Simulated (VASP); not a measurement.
Input:

```yaml
crystal:
  lattice:
    - [4.21050, 0.00000, 0.00000]
    - [0.00000, 4.21050, 0.00000]
    - [0.00000, 0.00000, 5.66130]
  atoms:
    - { symbol: La, position: [0.00000, 0.00000, 0.50000] }
    - { symbol: B, position: [0.00000, 0.00000, 0.00000] }
    - { symbol: Al, position: [0.50000, 0.50000, 0.25370] }
    - { symbol: Al, position: [0.50000, 0.50000, 0.74630] }
    - { symbol: Ru, position: [0.00000, 0.50000, 0.00000] }
    - { symbol: Ru, position: [0.50000, 0.00000, 0.00000] }
```

Computed with LDA (Ceperley-Alder, Perdew-Zunger), VASP's LDA PAW potentials (set 64) (plane waves; VASP 6.6.1). Numerical set-up: 400 eV cut-off, 4×4×3 Γ-centred mesh, Fermi-Dirac smearing of 0.10 eV, potentials La B Al Ru_pv.

At this cut-off the stress carries a Pulay error, which pulls relaxed volumes low.

### Question
Which forces act on the atoms, in eV/Å?

### Answer

| atom | Fx | Fy | Fz |
|---|---|---|---|
| La1 | 0.000 | 0.000 | 0.000 |
| B2 | 0.000 | 0.000 | 0.000 |
| Al3 | 0.000 | 0.000 | -0.118 |
| Al4 | 0.000 | 0.000 | 0.118 |
| Ru5 | 0.000 | 0.000 | 0.000 |
| Ru6 | 0.000 | 0.000 | 0.000 |

### Question
Give the stress tensor in GPa (positive for a compressed cell).

### Answer

```
-6.29   0.00   0.00
 0.00  -6.29   0.00
 0.00   0.00  -4.65
```
The pressure is its mean diagonal, -5.74 GPa.

The structure comes from a measured LaAl2BRu2 entry of the Crystallography Open Database, whose conditions weren't checked. The cell was not relaxed at this level. The k-mesh is coarse (spacing up to 0.37 per Å, 2π included), so the numbers may not be converged in it.
